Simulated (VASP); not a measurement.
Given:

```
Pt
1.0
    0.00000     1.94802     1.94802
    1.94802     0.00000     1.94802
    1.94802     1.94802     0.00000
Pt
1
Cartesian
  0.00000   0.00000   0.00000
```

Calculation: LDA (Ceperley-Alder, Perdew-Zunger), VASP's LDA PAW potentials (set 64) (plane waves; VASP). Settings: 520 eV cut-off, Gaussian smearing of 0.050 eV, potentials Pt.

Task: Give the energies of bands 1 to 6 at the high-symmetry points, in eV from the Fermi level.

Result: 
```tsv
band	Γ	X	U	L	W
1	-10.45	-7.30	-6.47	-7.55	-5.84
2	-3.92	-6.85	-5.65	-3.98	-4.71
3	-3.92	0.05	-2.96	-3.98	-4.71
4	-3.92	0.53	-1.34	-0.54	-2.06
5	-1.66	0.53	-0.17	0.07	0.54
6	-1.66	1.75	5.79	0.07	7.24
```

It has no gap at this level: it comes out as a metal or semimetal.

The compound is Pt in the fcc structure. It was relaxed first.
